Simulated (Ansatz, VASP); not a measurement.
# KZr2 in two plane-wave programs

One calculation is typed for both programs; each brings its own data sets and cutoff. How far apart do they land? The cell is invented: other elements were put on sites of a known structure type. It may not be a known or stable phase. The cell is taken from a series of VASP runs on this material, whose earlier steps may have relaxed, scaled or displaced it; both programs get it as it stands.

Main program and level: Ansatz 0.2.0; plane waves, with VASP 6.6.1 beside it; single point at PBE.

### Step 1. Set-up

The structure is cubic, space group Fm-3m (No. 225). Conventional cell: a = 7.153 Å, b = 7.153 Å, c = 7.153 Å, α = 90.00°, β = 90.00°, γ = 90.00°. K has 8 Zr at 3.10 Å nearest. Zr has 4 K at 3.10 Å nearest. Farther neighbours are not listed.

Coordinates:

```
K Zr
1.0
     0.00000    3.57661    3.57661
     3.57661    0.00000    3.57661
     3.57661    3.57661    0.00000
K Zr
1 2
Direct
  0.00000 0.00000 0.00000
  0.25000 0.25000 0.25000
  0.75000 0.75000 0.75000
```

### Step 2. VASP: single point, PBE

With cell and atoms fixed, the geometry can't cause a difference; cores, projectors, grids and the points listed under the comparison can.

Lines of VASP's logs that name or quote its potential files are left out, and so is its time.

Input file INCAR:

```
SYSTEM = KZr2
PREC = Accurate
ENCUT = 400
EDIFF = 1E-06
NELM = 100
ISMEAR = -1
SIGMA = 0.05
LREAL = .FALSE.
ALGO = Normal
GGA = PE
NBANDS = 22
LORBIT = 11
LWAVE = .FALSE.
LCHARG = .FALSE.
ISIF = 2
```

Input file POSCAR:

```
KZr2
1.0
    0.0000000000      3.5766134212      3.5766134212
    3.5766134212      0.0000000000      3.5766134212
    3.5766134212      3.5766134212      0.0000000000
K Zr
1 2
Direct
    0.0000000000      0.0000000000      0.0000000000
    0.2500000000      0.2500000000      0.2500000000
    0.7500000000      0.7500000000      0.7500000000
```

Input file KPOINTS:

```
Automatic mesh
0
Gamma
6 6 6
0 0 0
```

Potentials, in the order of the species: K_sv and Zr_sv (PBE family, release 64).

On the command line:

```
$ mpirun -np 1 vasp_std
```

Numbers of over 12 decimals in the logs are rounded to 6 here.

Output:

```text
[banner, memory and clock lines left out]
running    1 mpi-ranks, on    1 nodes
 distrk:  each k-point on    1 cores,    1 groups
 distr:  one band on    1 cores,    1 groups

 POSCAR found type information on POSCAR K Zr
 POSCAR found :  2 types and       3 ions
 LDA part: xc-table for (Slater+PW92), standard interpolation
 POSCAR, INCAR and KPOINTS ok, starting setup
 FFT: planning ... GRIDC
 FFT: planning ... GRID_SOFT
 FFT: planning ... GRID
 WAVECAR not read
 entering main loop
       N       E                     dE             d eps       ncg     rms          rms(c)
DAV:   1     0.265573686856E+03    0.26557E+03   -0.14707E+04   712   0.117E+03
DAV:   2     0.833490175532E+01   -0.25724E+03   -0.25136E+03   800   0.372E+02
DAV:   3    -0.117265630581E+02   -0.20061E+02   -0.19310E+02  1372   0.712E+01
DAV:   4    -0.126810017610E+02   -0.95444E+00   -0.94282E+00   966   0.155E+01
DAV:   5    -0.127315873414E+02   -0.50586E-01   -0.50488E-01  1116   0.284E+00    0.117E+01
DAV:   6    -0.119934885823E+02    0.73810E+00   -0.19187E+00   842   0.745E+00    0.523E+00
DAV:   7    -0.119643730173E+02    0.29116E-01   -0.69498E-01  1126   0.402E+00    0.232E+00
DAV:   8    -0.119725511278E+02   -0.81781E-02   -0.96051E-02   924   0.210E+00    0.471E-01
DAV:   9    -0.119702782355E+02    0.22729E-02   -0.16478E-02   906   0.824E-01    0.108E-01
DAV:  10    -0.119701991066E+02    0.79129E-04   -0.13730E-03  1002   0.209E-01    0.833E-02
DAV:  11    -0.119702015819E+02   -0.24752E-05   -0.96511E-05  1034   0.518E-02    0.363E-02
DAV:  12    -0.119702047045E+02   -0.31226E-05   -0.12531E-05  1120   0.207E-02    0.590E-03
DAV:  13    -0.119702041909E+02    0.51362E-06   -0.36595E-06   832   0.102E-02
   1 F= -.11970204E+02 E0= -.11945880E+02  d E =-.486485E-01
```

From OUTCAR (step 2):

```text
ion  position               nearest neighbor table
   1  0.000  0.000  0.000-   3 3.10   3 3.10   3 3.10   2 3.10   3 3.10   2 3.10   2 3.10   2 3.10

  LATTYP: Found a face centered cubic cell.
 ALAT       =     7.1532268424

 Subroutine GETGRP returns: Found 48 space group operations
 (whereof 48 operations were pure point group operations)

The static configuration has the point symmetry O_h .

 Found     16 irreducible k-points:

   k-points           NKPTS =     16   k-points in BZ     NKDIM =     16   number of bands    NBANDS=     22

   dimension x,y,z NGX =    36 NGY =   36 NGZ =   36
   dimension x,y,z NGXF=    72 NGYF=   72 NGZF=   72

   ENCUT  =  400.0 eV  29.40 Ry    5.42 a.u.   8.25  8.25  8.25*2*pi/ulx,y,z

   NELECT =      33.0000    total number of electrons

 k-points in reciprocal lattice and weights: Automatic mesh
   0.00000000  0.00000000  0.00000000       0.005
   0.16666667  0.00000000  0.00000000       0.037
   0.33333333  0.00000000  0.00000000       0.037
   0.50000000  0.00000000  0.00000000       0.019
   0.16666667  0.16666667  0.00000000       0.028
   0.33333333  0.16666667  0.00000000       0.111
   0.50000000  0.16666667  0.00000000       0.111
  -0.33333333  0.16666667  0.00000000       0.111
  -0.16666667  0.16666667  0.00000000       0.056
[...]
-0.33333333  0.33333333  0.16666667       0.111
  -0.33333333  0.50000000  0.16666667       0.056

 average (electrostatic) potential at core
       1 -33.2824       2 -79.7909       3 -79.7909

 E-fermi :   4.6455

 k-point     1 :       0.0000    0.0000    0.0000
  band No.  band energies     occupation
    ...
     14       3.3653      2.00000
     15       3.3653      2.00000
     16       4.4662      1.94602
     17       4.4662      1.94602
     18       4.4662      1.94602
     19       6.6127      0.00000
     20       6.6127      0.00000
     21       6.6127      0.00000
     22       8.1016      0.00000

 k-point     2 :       0.1667    0.0000    0.0000
  band No.  band energies     occupation
    ...
     14       3.5196      2.00000
     15       3.5196      2.00000
     16       4.3376      1.99577
     17       4.5975      1.44617
     18       4.5975      1.44617
     19       6.3636      0.00000
     20       6.3636      0.00000
     21       6.5853      0.00000
     22       7.1292      0.00000

 k-point     3 :       0.3333    0.0000    0.0000
  band No.  band energies     occupation
    ...
     12      -9.8345      2.00000
     13       1.9283      2.00000
     14       3.9623      2.00000
     15       3.9623      2.00000
     16       4.0817      1.99997
     17       4.9193      0.00832
     18       4.9193      0.00832
     19       5.5903      0.00000
     20       5.7034      0.00000
     21       5.7034      0.00000
    ...

  Total       -0.0080729     -0.0080729     -0.0080729     -0.0000000     -0.0000000      0.0000000
  in kB       -0.1413499     -0.1413499     -0.1413499     -0.0000000     -0.0000000      0.0000000
  external PRESSURE =      -0.1413499 kB  Pullay stress =       0.0000000 kB

  energy-cutoff  :      400.00
  volume of cell :       91.51
      direct lattice vectors                 reciprocal lattice vectors
     0.000000000  3.576613421  3.576613421    -0.139797049  0.139797049  0.139797049
     3.576613421  0.000000000  3.576613421     0.139797049 -0.139797049  0.139797049
     3.576613421  3.576613421  0.000000000     0.139797049  0.139797049 -0.139797049

 POSITION                                       TOTAL-FORCE (eV/Angst)
 -----------------------------------------------------------------------------------
      0.00000      0.00000      0.00000         0.000000     -0.000000     -0.000000
      1.78831      1.78831      1.78831        -0.000000     -0.000000     -0.000000
      5.36492      5.36492      5.36492         0.000000      0.000000      0.000000
 -----------------------------------------------------------------------------------
    total drift:                                0.000000      0.000000      0.000000

  FREE ENERGIE OF THE ION-ELECTRON SYSTEM (eV)
  ---------------------------------------------------
  free  energy   TOTEN  =       -11.9702041909 eV

  energy  without entropy=      -11.9215556437  energy(sigma->0) =      -11.94587992

 total charge
# of ion       s       p       d       tot
------------------------------------------
    1        2.038   5.518   0.147   7.703
    2        2.220   5.909   1.582   9.710
    3        2.220   5.909   1.582   9.710
--------------------------------------------------
tot          6.478  17.336   3.310  27.124

[... 3 further parts left out ...]
```

The run ends at a pressure of -0.01 GPa.

### Step 3. Ansatz: single point, PBE

Ansatz runs on its default PAW (the set named soft_2) files.

The same cell, functional, mesh and smearing now go to Ansatz, which takes its cutoff from its data sets.

Input file input.yaml:

```yaml
crystal:
  lattice:
    - [0.0, 3.5766134212, 3.5766134212]
    - [3.5766134212, 0.0, 3.5766134212]
    - [3.5766134212, 3.5766134212, 0.0]
  atoms:
    - { symbol: K, position: [0.0, 0.0, 0.0] }
    - { symbol: Zr, position: [0.25, 0.25, 0.25] }
    - { symbol: Zr, position: [0.75, 0.75, 0.75] }
hamiltonian:
  xc: pbe
  pseudopotentials: { kind: paw }
kpoints:
  mp_grid: { grid: [6, 6, 6] }
scf:
  occupations: { method: fermi_dirac, width: 0.05 }
  n_extra_bands: 4
output:
  forces: true
  stress: true
  eigenvalues: true
```

On the command line:

```
$ ansatz run input.yaml --threads 2 --pin off --max-ram 4608MiB --backend cpu --events-out ev --progress --plain --runs-dir out
```

Output:

```text
scf.n_extra_bands = 4 over 17 filled bands (N_el = 33.0): the run solves 21 bands
Engine: ansatz 0.2.0, aarch64-unknown-linux-gnu
Pseudopotentials: kind: paw
Pseudopotential: K, paw, valence charge 9, recommended cutoff 420 eV (normal), K.paw.azcp
Pseudopotential: Zr, paw, valence charge 12, recommended cutoff 420 eV (normal), Zr.paw.azcp
Functional definition: PBE
  parameter kappa = 0.804
  parameter beta = 0.066725
  exchange = pbe_x(kappa = kappa, mu = beta*pi^2/3)
  correlation = pbe_c(beta = beta)
Crystal: 3 atoms, lattice volume = 91.505 Å³
Basis set: ecut = 420 eV, 1807 PW (Γ), exchange–correlation on 72×72×72 points (8 copies of the dense FFT grid, shifted against one another)
Bands: 21, of which v1, the nominal top of the filled ones, is band 17 counted from 1 (16 counted from 0)
Symmetry: 48 space group operations
Space group: Fm-3m (ITA 225), of the structure as read, at distance tolerance 4.5e-5 Å
k-points: 16 of 216
Non-local potential: K, projectors of the file, l = 0: 3, l = 1: 2, l = 2: 2
Non-local potential: Zr, projectors of the file, l = 0: 3, l = 1: 2, l = 2: 2, l = 3: 2
PAW form: soft (Blöchl's): semilocal exchange-correlation on the pseudo side does not see the compensation charge
PAW one-centre angular grid: K, 110 points (default); XC on 64 Gauss nodes
PAW one-centre angular grid: Zr, 590 points (default); XC on 64 Gauss nodes
Initial density: superposition of atomic densities (neutral atoms: chi_scale 0, normalization atom), corrected by the library's trained network
Initial wavefunctions: pseudopotential atomic-orbital guess
Functional: x = pbe(κ = 0.804, μ = 0.219515), c = pbe(β = 0.066725)
SCF iter   1: F=—  HF=-9899.360008 eV  |F-HF|=—  |Δ(HF+E_count)|=         —  Δρ=3.76e-3  dr2=3.65e-2  ethr=1.77e-3  ⟨swp⟩=5.4  Hψ=1504  notcnv=0
preconditioner: auto → Kerker (q_TF=auto, 2.302 Å⁻¹)  [metal: Δε(μ)=0.051 eV  Ē_g=7.315 eV  σ=0.050 eV  W_gap=0.25  n_scr=14 (ndim 8)  ℏωp=15.0 eV  f_vac=0.000  D(μ)=6.42/eV (n_scr^D=64)]
SCF iter   2: F=—  HF=-9899.355477 eV  |F-HF|=—  |Δ(HF+E_count)|=   4.53e-3  Δρ=2.74e-3  dr2=2.16e-2  ethr=1.11e-4  ⟨swp⟩=1.0  Hψ=464  notcnv=0
SCF iter   3: F=—  HF=-9899.349832 eV  |F-HF|=—  |Δ(HF+E_count)|=   5.65e-3  Δρ=1.05e-3  dr2=3.59e-3  ethr=6.55e-5  ⟨swp⟩=2.0  Hψ=379  notcnv=0
SCF iter   4: F=—  HF=-9899.348636 eV  |F-HF|=—  |Δ(HF+E_count)|=   1.20e-3  Δρ=2.20e-4  dr2=4.03e-5  ethr=1.09e-5  ⟨swp⟩=2.0  Hψ=414  notcnv=0
SCF iter   5: F=—  HF=-9899.348677 eV  |F-HF|=—  |Δ(HF+E_count)|=   4.14e-5  Δρ=5.73e-5  dr2=3.78e-6  ethr=1.22e-7  ⟨swp⟩=2.1  Hψ=424  notcnv=0
SCF iter   6: F=—  HF=-9899.348680 eV  |F-HF|=—  |Δ(HF+E_count)|=   3.16e-6  Δρ=1.32e-5  dr2=1.76e-7  ethr=1.15e-8  ⟨swp⟩=2.0  Hψ=434  notcnv=0
SCF iter   7: F=-9899.348680 eV  HF=-9899.348680 eV  |F-HF|=9.28e-10  |Δ(HF+E_count)|=   1.56e-7  Δρ=2.32e-6  dr2=4.38e-9  ethr=3.03e-10  ⟨swp⟩=4.9  Hψ=1247  notcnv=0
SCF 1 converged in 7 iterations: F = -9899.348680 eV  dr2 = 4.38e-9
  greatest PAW one-centre occupation: 0.996 electrons in one spin orbital (limit 2), on the Zr atom at site 2 (counted from 0), in its partial waves of l = 0
SCF converged after 7 iterations
Free energy (F): -9899.348680 eV
Harris-Foulkes:  -9899.348680 eV  (|F-HF|=9.28e-10)
Internal energy: -9899.299934 eV  (E = F + TS)
E sigma→0 (E₀):  -9899.324307 eV
Entropy (-TS):   -0.048747 eV (-16.249 meV/atom)
Fermi energy:    8.713006 eV
--- Per-component energies (eV) ---
  E_band       = -397.637203
  E_kinetic    = 913.792810
  E_local      = -2201.197896  (includes V_loc(G=0)·N_el)
  E_nonlocal   = 178.911452
  E_hartree    = 721.233410
  E_xc         = -453.337751
  E_vxc        = -540.017137  (∫ρ·V_xc dr)
  E_paw        = -6691.287026  (= ΣΔE_a)
  E_vpaw       = -191.594035  (= ΣTr[D̂ρ^β])
  E_aug_tail   = 0.000047  (compensation charges beyond the density's cutoff)
  E_ewald      = -2367.414979
  E_smearing   = -0.048747  (= −TS)
  E_closure    = 0.000000  (closes the sum)
  Σ components = -9899.348680   (vs F -9899.348680, Δ=0.00e0)
--- Forces (eV/Å), atoms counted from 1 ---
  atom   1  K     -0.00000000     0.00000000     0.00000000
  atom   2  Zr    -0.00000000     0.00000000     0.00000000
  atom   3  Zr    -0.00000000    -0.00000000     0.00000000
  max |Σ_I F_I| component: 2.78e-17 eV/Å
--- Stress (GPa, compression-positive) ---
        0.012197      -0.000000      -0.000000
        0.000000       0.012197      -0.000000
       -0.000000      -0.000000       0.012197
  P = ⅓ Tr σ = 0.0122 GPa (0.122 kbar)
--- Band table (eV; the first three rows and the last of 16) ---
  k-point 0: bands = [... 13 lower, 7.4291, 7.4291, 8.5339, 8.5339, 8.5339, 10.6804, 10.6804, 10.6804]
  k-point 1: bands = [... 13 lower, 7.5835, 7.5835, 8.4055, 8.6651, 8.6651, 10.4302, 10.4302, 10.6523]
  k-point 2: bands = [... 13 lower, 8.0266, 8.0266, 8.1505, 8.9866, 8.9866, 9.6577, 9.7684, 9.7684]
  k-point 15: bands = [... 13 lower, 7.4327, 7.4440, 8.4161, 8.4882, 9.6835, 9.7985, 9.8605, 10.1212]
```

Elapsed: 1.4 s, on 2 threads of Arm Neoverse V2, shared host; peak memory 0.35 GiB.

Reading the cycles: dr2 is the Hartree energy of the density residual (eV), the measure of convergence; HF is the Harris–Foulkes estimate of the energy, which meets the free energy F at convergence.

The run ends at a pressure of 0.01 GPa.

### Step 4. Differences

Known differences besides the potentials themselves: the cutoff is 420 eV in Ansatz and 400 eV in VASP; VASP leaves aspherical gradient terms in its spheres out (LASPH is not set), Ansatz keeps them. Total energies have different zeros and are not compared.

Compared:

| quantity | Ansatz | VASP | difference |
| --- | --- | --- | --- |
| pressure (GPa) | 0.01 | -0.01 | +0.03 |

Ansatz's pressure holds a Pulay correction of 0.01 GPa; VASP's holds none.

### Step 5. Summary of results

```
difference in pressure (single point, PBE) : 0.026 GPa
```

The difference in pressure is 0.026 GPa (single point, PBE), within the 1 GPa picked in this series as the mark of a large difference. How closely two codes agree says nothing of how well the functional describes the real material.

[Lines on the potential files, build, host, timing and source positions are cut from VASP's logs without a mark.]

[Logs are printed without paths, hosts, clocks, repeated set-up lines and the standing remarks that a program may print on its own settings, such as how far it seeks lower states.]

[Hosts, paths, dates, database ids (printed as entryN), source tags and the programs' standing remarks are cut or masked in the printed files.]
